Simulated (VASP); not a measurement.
# SrCr2N2 (P-3m1) in VASP: reference runs

Aim: a first look at SrCr2N2 with PBE, on the cell as given and on a disturbed one.

All numbers are computed with VASP 6.6.1; they aren't measurements. Logs are shortened: lines on timing, memory, paths and dates and some standing lists are left out, and cuts for length are marked.

## Step 1: Starting point

The structure is trigonal, space group P-3m1 (No. 164). Conventional cell: a = 3.320 Å, b = 3.320 Å, c = 6.546 Å, α = 90.00°, β = 90.00°, γ = 120.00°. Sr (site symmetry -3m) has 6 N at 2.79 Å and 6 Cr at 3.16 Å as nearest neighbours. Cr (site symmetry 3m) is surrounded by 4 N at 1.98 to 2.01 Å. Around N (site symmetry 3m) lie 4 Cr at 1.98 to 2.01 Å.

The cell comes from a database or a generator and needn't be the stable form of this composition.

## Step 2: Single point, PBE, collinear spin, ferromagnetic start

The input, INCAR:

```
SYSTEM = SrCr2N2
  PREC = Accurate
  ENCUT = 520
  EDIFF = 1E-7
  ISMEAR = -1
  SIGMA = 0.05
  LREAL = .FALSE.
  LASPH = .TRUE.
  NELM = 100
  ALGO = Normal
  ISIF = 2
  LWAVE = .FALSE.
  LCHARG = .TRUE.
  ISPIN = 2
  MAGMOM = 0 3 3 0 0
  LORBIT = 11
  LMAXMIX = 4
  GGA = PE
  LELF = .TRUE.
  LVHAR = .TRUE.
  NBANDS = 34
```

The input, KPOINTS:

```
regular mesh
0
G
  9 9 4
  0 0 0
```

The input, POSCAR:

```
SrCr2N2
1.0
    3.3196892269      0.0000000000      0.0000000000
   -1.6598446134      2.8749352031      0.0000000000
    0.0000000000      0.0000000000      6.5462810131
Sr Cr N
1 2 2
Direct
    0.0000000000      0.0000000000      0.5000000000
    0.3333333333      0.6666666667      0.8835880000
    0.6666666667      0.3333333333      0.1164120000
    0.3333333333      0.6666666667      0.1908820000
    0.6666666667      0.3333333333      0.8091180000
```

Potentials or basis: VASP PAW PBE potentials, release 64 (Sr_sv, Cr_pv, N).

Run with:

```sh
> cat potpaw_PBE.64/Sr_sv/POTCAR potpaw_PBE.64/Cr_pv/POTCAR potpaw_PBE.64/N/POTCAR > POTCAR
> mpirun -np 1 vasp_std > vasp.out
```

OUTCAR:

```text
SYSTEM = SrCr2N2
   PREC = Accurate
   ENCUT = 520
   EDIFF = 1E-7
   ISMEAR = -1
   LREAL = .FALSE.
   LASPH = .TRUE.
   NELM = 100
   ISIF = 2
   ISPIN = 2
   LORBIT = 11
   GGA = PE

 ion  position               nearest neighbor table
   1  0.000  0.000  0.500-   4 2.79   5 2.79   4 2.79   5 2.79   5 2.79   4 2.79   2 3.16   3 3.16
                             2 3.16   3 3.16   2 3.16   3 3.16
   2  0.333  0.667  0.884-   5 1.98   5 1.98   5 1.98   4 2.01   3 2.45   3 2.45   3 2.45   1 3.16
                             1 3.16   1 3.16
   3  0.667  0.333  0.116-   4 1.98   4 1.98   4 1.98   5 2.01   2 2.45   2 2.45   2 2.45   1 3.16
                             1 3.16   1 3.16
   4  0.333  0.667  0.191-   3 1.98   3 1.98   3 1.98   2 2.01   1 2.79   1 2.79   1 2.79
   5  0.667  0.333  0.809-   2 1.98   2 1.98   2 1.98   3 2.01   1 2.79   1 2.79   1 2.79

  LATTYP: Found a hexagonal cell.
 ALAT       =     3.3196892269
 C/A-ratio  =     1.9719559771

  Lattice vectors:

 A1 = (   3.3196892269,   0.0000000000,   0.0000000000)
 A2 = (  -1.6598446134,   2.8749352031,   0.0000000000)
 A3 = (   0.0000000000,   0.0000000000,   6.5462810131)

Analysis of symmetry for initial positions (statically):
=====================================================================
 Subroutine PRICEL returns:
 Original cell was already a primitive cell.

 Routine SETGRP: Setting up the symmetry group for a
 hexagonal supercell.

 Subroutine GETGRP returns: Found 12 space group operations
 (whereof 12 operations were pure point group operations)
 out of a pool of 24 trial point group operations.

The static configuration has the point symmetry D_3d.

Analysis of symmetry for dynamics (positions and initial velocities):
=====================================================================
 Subroutine PRICEL returns:
 Original cell was already a primitive cell.

 Routine SETGRP: Setting up the symmetry group for a
 hexagonal supercell.

 Subroutine GETGRP returns: Found 12 space group operations
 (whereof 12 operations were pure point group operations)
 out of a pool of 24 trial point group operations.

The dynamic configuration has the point symmetry D_3d.

Analysis of structural, dynamic, and magnetic symmetry:
=====================================================================
 Subroutine PRICEL returns:
 Original cell was already a primitive cell.

 Routine SETGRP: Setting up the symmetry group for a
 hexagonal supercell.

 Subroutine GETGRP returns: Found 12 space group operations
[... 135 lines left out ...]
   LHFCALC =     F    Hartree Fock is set to
   AEXX    =    0.0000 exact exchange contribution
   IVDW    =     0    specifies the selected vdW correction
   LEPSILON=     F    determine dielectric tensor
   LRPA    =     F    only Hartree local field effects (RPA)
 spin polarized calculation
  energy-cutoff  :      520.00
  volume of cell :       62.48
 maximum number of plane-waves:      1710
 NGX is ok and might be reduce to    28
   NGX = 13   NGY = 13   NGZ = 25

 number of electron      43.9999993 magnetization       0.0005662

 number of electron      43.9999993 magnetization      -0.0009269

 Free energy of the ion-electron system (eV)
  ---------------------------------------------------
  ext. energy  EPLUGINS =         0.00000000
  ---------------------------------------------------
  free energy    TOTEN  =       -39.34993046 eV

  energy without entropy =      -39.32073386  energy(sigma->0) =      -39.33533216

 E-fermi :   7.8762     XC(G=0): -11.8550

 val. band max:        7.8353837382   @ k =   0.4444   0.1111   0.0000
 cond. band min:       7.8978043100   @ k =   0.4444   0.1111   0.5000
 fundamental gap:      0.0624205718
 Fermi energy:         7.8762006674

 spin component 1

 k-point     1 :       0.0000    0.0000    0.0000
  band No.  band energies     occupation
      1     -35.9145      1.00000
      2     -35.9145      1.00000
      3     -35.6782      1.00000
      4     -35.6782      1.00000
      5     -35.5694      1.00000
      6     -35.2557      1.00000
[... 877 lines left out ...]
     33      14.3093      0.00000
     34      14.7242      0.00000

 [... further k-points ...]

 spin component 2

 k-point     1 :       0.0000    0.0000    0.0000
  band No.  band energies     occupation
      1     -35.9151      1.00000
      2     -35.9151      1.00000
      3     -35.6789      1.00000
      4     -35.6789      1.00000
      5     -35.5699      1.00000
      6     -35.2562      1.00000
[... 877 lines left out ...]
     33      14.3093      0.00000
     34      14.7223      0.00000

 [... further k-points ...]
[... 5 lines left out ...]
  --------------------------------------------------------------------------------------
  -------------------------------------------------------------------------------------
  Total       -0.1468698     -0.1468698     -0.3570374     -0.0000000      0.0000000     -0.0000000
  in kB       -3.7663706     -3.7663706     -9.1559656     -0.0000000      0.0000000     -0.0000000
  external PRESSURE =      -5.5629022 kB  Pullay stress =       0.0000000 kB

 VOLUME and BASIS-vectors are now :
 -----------------------------------------------------------------------------
  energy-cutoff  :      520.00
  volume of cell :       62.48
      direct lattice vectors                 reciprocal lattice vectors
     3.319689227  0.000000000  0.000000000     0.301233017  0.173916963  0.000000000
    -1.659844613  2.874935203  0.000000000     0.000000000  0.347833926  0.000000000
     0.000000000  0.000000000  6.546281013     0.000000000  0.000000000  0.152758490

 POSITION                                       TOTAL-FORCE (eV/Angst)
 -----------------------------------------------------------------------------------
      0.00000      0.00000      3.27314        -0.000000      0.000000      0.000000
     -0.00000      1.91662      5.78422         0.000000     -0.000000      0.088633
      1.65984      0.95831      0.76207        -0.000000      0.000000     -0.088633
     -0.00000      1.91662      1.24957        -0.000000     -0.000000     -0.063197
      1.65984      0.95831      5.29671         0.000000      0.000000      0.063197
 -----------------------------------------------------------------------------------
    total drift:                                0.000000     -0.000000      0.000000

  FREE ENERGIE OF THE ION-ELECTRON SYSTEM (eV)
  ---------------------------------------------------
  free  energy   TOTEN  =       -39.3499304634 eV

  energy  without entropy=      -39.3207338634  energy(sigma->0) =      -39.33533216

 total charge

# of ion       s       p       d       tot
------------------------------------------
    1        2.029   5.788   0.396   8.213
    2        0.353   6.387   4.371  11.111
    3        0.353   6.387   4.371  11.111
    4        1.247   2.426   0.000   3.673
    5        1.247   2.426   0.000   3.673
--------------------------------------------------
tot          5.228  23.415   9.138  37.781

 magnetization (x)

# of ion       s       p       d       tot
------------------------------------------
    1        0.000  -0.000   0.000   0.000
    2       -0.000  -0.000  -0.001  -0.001
    3       -0.000  -0.000  -0.001  -0.001
    4        0.000   0.000   0.000   0.000
    5        0.000   0.000   0.000   0.000
--------------------------------------------------
tot         -0.000   0.000  -0.001  -0.001
```

OSZICAR:

```text
N       E                     dE             d eps       ncg     rms          rms(c)
DAV:   1     0.489714705080E+03    0.48971E+03   -0.23412E+04  5888   0.141E+03
DAV:   2    -0.791563559867E+01   -0.49763E+03   -0.46962E+03  6120   0.431E+02
DAV:   3    -0.455548163214E+02   -0.37639E+02   -0.36354E+02  7754   0.121E+02
DAV:   4    -0.470425488894E+02   -0.14877E+01   -0.14619E+01  8344   0.188E+01
[... 19 lines left out ...]
DAV:  24    -0.393499277842E+02   -0.56878E-06   -0.23196E-05  8456   0.208E-02    0.139E-02
DAV:  25    -0.393499283361E+02   -0.55187E-06   -0.36342E-06  8000   0.119E-02    0.115E-02
DAV:  26    -0.393499301224E+02   -0.17863E-05   -0.42763E-05  7216   0.338E-02    0.598E-03
DAV:  27    -0.393499304584E+02   -0.33602E-06   -0.23788E-06  6944   0.108E-02    0.375E-03
DAV:  28    -0.393499304634E+02   -0.49549E-08   -0.12357E-07  5656   0.190E-03
   1 F= -.39349930E+02 E0= -.39335332E+02  d E =-.291966E-01  mag=    -0.0006
```

stdout:

```text
POSCAR found type information on POSCAR SrCrN
 POSCAR found :  3 types and       5 ions
 scaLAPACK will be used
 LDA part: xc-table for (Slater+PW92), standard interpolation
 POSCAR, INCAR and KPOINTS ok, starting setup
 FFT: planning ... GRIDC
 FFT: planning ... GRID_SOFT
 FFT: planning ... GRID
 WAVECAR not read
 entering main loop
```

It took 7 min on 1 thread of Intel Xeon Platinum 8488C (Sapphire Rapids), shared host; peak memory 0.32 GiB.

Results:

```yaml
Free_energy: -39.3499 eV
Pressure: -0.6 GPa
Largest_force: 0.089 eV/Å
Band_gap_on_the_k_mesh: none (metal or under the smearing width)
Net_moment: 0.00 μB per cell
Valence_electrons_inside_the_program's_atomic_spheres: Sr 8.21; Cr 11.11; N 3.67
```

Forces on the atoms (eV/Å):
```
Sr   0.000  0.000  0.000
Cr   0.000  0.000  0.089
Cr   0.000  0.000 -0.089
N    0.000  0.000 -0.063
N    0.000  0.000  0.063
```

Stress tensor (GPa, compression positive):
```
-0.38  0.00  0.00
 0.00 -0.38  0.00
 0.00  0.00 -0.92
```

Levels at points of the mesh, in eV from the Fermi level:
Spin up:
```csv
k point,band 19,band 20,band 21,band 22,band 23,band 24,band 25,band 26
"(0.00, 0.00, 0.00)",-1.53,-1.53,-0.72,0.59,0.79,0.79,2.11,2.86
"(0.00, 0.00, 0.50)",-1.44,-1.44,-0.07,0.22,0.61,0.61,2.46,2.46
```
Spin down:
| k point | band 19 | band 20 | band 21 | band 22 | band 23 | band 24 | band 25 | band 26 |
| --- | --- | --- | --- | --- | --- | --- | --- | --- |
| (0.00, 0.00, 0.00) | -1.53 | -1.53 | -0.72 | 0.59 | 0.79 | 0.79 | 2.11 | 2.86 |
| (0.00, 0.00, 0.50) | -1.45 | -1.45 | -0.07 | 0.22 | 0.61 | 0.61 | 2.46 | 2.46 |

Caveat: the starting moments collapsed, and a magnetic state may lie lower.

## Step 3: Single point, PBE, collinear spin, ferromagnetic start (atoms moved at random, drawn with an rms of 0.05 Å)

The input, INCAR:

```
PREC = Accurate ; ENCUT = 520
EDIFF = 1E-7 ; ISMEAR = -1
SIGMA = 0.05 ; LREAL = False
LASPH = True ; NELM = 150
ALGO = Normal ; ISIF = 2
LWAVE = False ; LCHARG = False
ISPIN = 2 ; MAGMOM = 0 3 3 0 0
LORBIT = 11 ; LMAXMIX = 4
GGA = PE ; NBANDS = 34
```

The input, KPOINTS:

```
Automatic mesh
0
Gamma
  9 9 4
```

The input, POSCAR:

```
SrCr2N2
1.0
    3.3196892269      0.0000000000      0.0000000000
   -1.6598446134      2.8749352031      0.0000000000
    0.0000000000      0.0000000000      6.5462810131
Sr Cr N
1 2 2
Direct
    0.0103840000     -0.0001060000      0.5086510000
    0.3261590000      0.6672120000      0.8903760000
    0.6619150000      0.3368530000      0.1142330000
    0.3205220000      0.6602270000      0.1929100000
    0.6506880000      0.3279740000      0.8076290000
```

Potentials or basis: VASP PAW PBE potentials, release 64 (Sr_sv, Cr_pv, N).

Run with:

```sh
> cat potpaw_PBE.64/Sr_sv/POTCAR potpaw_PBE.64/Cr_pv/POTCAR potpaw_PBE.64/N/POTCAR > POTCAR
> mpirun -np 1 vasp_std > vasp.out
```

OUTCAR:

```text
PREC = Accurate
   ENCUT = 520
   EDIFF = 1E-7
   ISMEAR = -1
   LREAL = False
   LASPH = True
   NELM = 150
   ISIF = 2
   ISPIN = 2
   LORBIT = 11
   GGA = PE

 ion  position               nearest neighbor table
   1  0.010  1.000  0.509-   5 2.69   5 2.75   5 2.78   4 2.79   4 2.81   4 2.86   2 3.12   2 3.15
                             2 3.18   3 3.19   3 3.21   3 3.25
   2  0.326  0.667  0.890-   5 1.98   4 1.98   5 1.98   5 2.02   3 2.41   3 2.41   3 2.42   1 3.12
                             1 3.15   1 3.18
   3  0.662  0.337  0.114-   4 1.96   4 1.98   5 2.01   4 2.01   2 2.41   2 2.41   2 2.42   1 3.19
                             1 3.21   1 3.25
   4  0.321  0.660  0.193-   3 1.96   3 1.98   2 1.98   3 2.01   1 2.79   1 2.81   1 2.86
   5  0.651  0.328  0.808-   2 1.98   2 1.98   3 2.01   2 2.02   1 2.69   1 2.75   1 2.78

  LATTYP: Found a hexagonal cell.
 ALAT       =     3.3196892269
 C/A-ratio  =     1.9719559771

  Lattice vectors:

 A1 = (   3.3196892269,   0.0000000000,   0.0000000000)
 A2 = (  -1.6598446134,   2.8749352031,   0.0000000000)
 A3 = (   0.0000000000,   0.0000000000,   6.5462810131)

Analysis of symmetry for initial positions (statically):
=====================================================================
 Subroutine PRICEL returns:
 Original cell was already a primitive cell.

 Routine SETGRP: Setting up the symmetry group for a
 hexagonal supercell.

 Subroutine GETGRP returns: Found  1 space group operations
 (whereof  1 operations were pure point group operations)
 out of a pool of 24 trial point group operations.

The static configuration has the point symmetry C_1 .

Analysis of symmetry for dynamics (positions and initial velocities):
=====================================================================
 Subroutine PRICEL returns:
 Original cell was already a primitive cell.

 Routine SETGRP: Setting up the symmetry group for a
 hexagonal supercell.

[... 168 lines left out ...]
  ---------------------------------------------------
  free energy    TOTEN  =       -39.32123430 eV

  energy without entropy =      -39.29099721  energy(sigma->0) =      -39.30611576

 E-fermi :   7.8589     XC(G=0): -11.8464

 val. band max:        7.8585386373   @ k =   0.3333   0.3333   0.0000
 cond. band min:       7.8599549801   @ k =  -0.4444  -0.1111   0.2500
 fundamental gap:      0.0014163428
 Fermi energy:         7.8588728952

 spin component 1

 k-point     1 :       0.0000    0.0000    0.0000
  band No.  band energies     occupation
      1     -36.1483      1.00000
      2     -36.1386      1.00000
      3     -35.8683      1.00000
      4     -35.8589      1.00000
      5     -35.7876      1.00000
      6     -35.4600      1.00000
[... 877 lines left out ...]
     33      14.1116      0.00000
     34      14.5252      0.00000

 [... further k-points ...]

 spin component 2

 k-point     1 :       0.0000    0.0000    0.0000
  band No.  band energies     occupation
      1     -35.6582      1.00000
      2     -35.6505      1.00000
      3     -35.4212      1.00000
      4     -35.3712      1.00000
      5     -35.3667      1.00000
      6     -35.0840      1.00000
[... 877 lines left out ...]
     33      14.1244      0.00000
     34      15.1347      0.00000

 [... further k-points ...]
[... 5 lines left out ...]
  --------------------------------------------------------------------------------------
  -------------------------------------------------------------------------------------
  Total        0.4380578      0.2587249     -0.1975521     -0.0096456     -0.0039321      0.0493019
  in kB       11.2336765      6.6348128     -5.0660808     -0.2473533     -0.1008367      1.2643124
  external PRESSURE =       4.2674695 kB  Pullay stress =       0.0000000 kB

 VOLUME and BASIS-vectors are now :
 -----------------------------------------------------------------------------
  energy-cutoff  :      520.00
  volume of cell :       62.48
      direct lattice vectors                 reciprocal lattice vectors
     3.319689227  0.000000000  0.000000000     0.301233017  0.173916963  0.000000000
    -1.659844613  2.874935203  0.000000000     0.000000000  0.347833926  0.000000000
     0.000000000  0.000000000  6.546281013     0.000000000  0.000000000  0.152758490

 POSITION                                       TOTAL-FORCE (eV/Angst)
 -----------------------------------------------------------------------------------
     -1.62520      2.87463      3.32977        -0.251104     -0.021927     -0.299848
     -0.02472      1.91819      5.82865        -0.081933     -0.070781     -0.260863
      1.63823      0.96843      0.74780        -0.051573     -0.315161      0.120073
     -0.03184      1.89811      1.26284         0.139084      0.255534      0.272249
      1.61570      0.94290      5.28697         0.245524      0.152336      0.168389
 -----------------------------------------------------------------------------------
    total drift:                               -0.000136      0.000321     -0.000624

  FREE ENERGIE OF THE ION-ELECTRON SYSTEM (eV)
  ---------------------------------------------------
  free  energy   TOTEN  =       -39.3212343026 eV

  energy  without entropy=      -39.2909972111  energy(sigma->0) =      -39.30611576

 total charge

# of ion       s       p       d       tot
------------------------------------------
    1        2.026   5.788   0.395   8.210
    2        0.352   6.397   4.384  11.133
    3        0.351   6.393   4.374  11.118
    4        1.248   2.425   0.000   3.673
    5        1.247   2.426   0.000   3.673
--------------------------------------------------
tot          5.224  23.429   9.154  37.806

 magnetization (x)

# of ion       s       p       d       tot
------------------------------------------
    1       -0.003   0.002  -0.027  -0.028
    2        0.005   0.007   0.386   0.398
    3        0.006   0.008   0.461   0.476
    4       -0.002  -0.027   0.000  -0.030
    5       -0.002  -0.025   0.000  -0.026
--------------------------------------------------
tot          0.004  -0.036   0.821   0.790
```

stdout:

```text
POSCAR found type information on POSCAR SrCrN
 POSCAR found :  3 types and       5 ions
 scaLAPACK will be used
 LDA part: xc-table for (Slater+PW92), standard interpolation
 POSCAR, INCAR and KPOINTS ok, starting setup
 FFT: planning ... GRIDC
 FFT: planning ... GRID_SOFT
 FFT: planning ... GRID
 WAVECAR not read
 entering main loop
```

It took 21 min on 1 thread of Intel Xeon Platinum 8375C at 2.90GHz (Ice Lake), shared host; peak memory 0.62 GiB.

Results:

| Quantity | Value |
| --- | --- |
| Free energy | -39.3212 eV |
| Pressure | 0.4 GPa |
| Largest force | 0.398 eV/Å |
| Band gap on the k mesh | none (metal or under the smearing width) |
| Net moment | 0.79 μB per cell |
| Site moments | Sr -0.03; Cr +0.40, +0.48; N -0.03 μB |
| Valence electrons inside the program's atomic spheres | Sr 8.21; Cr 11.13, 11.12; N 3.67 |

Forces on the atoms (eV/Å):
```
Sr  -0.251 -0.022 -0.300
Cr  -0.082 -0.071 -0.261
Cr  -0.052 -0.315  0.120
N    0.139  0.256  0.272
N    0.246  0.152  0.168
```
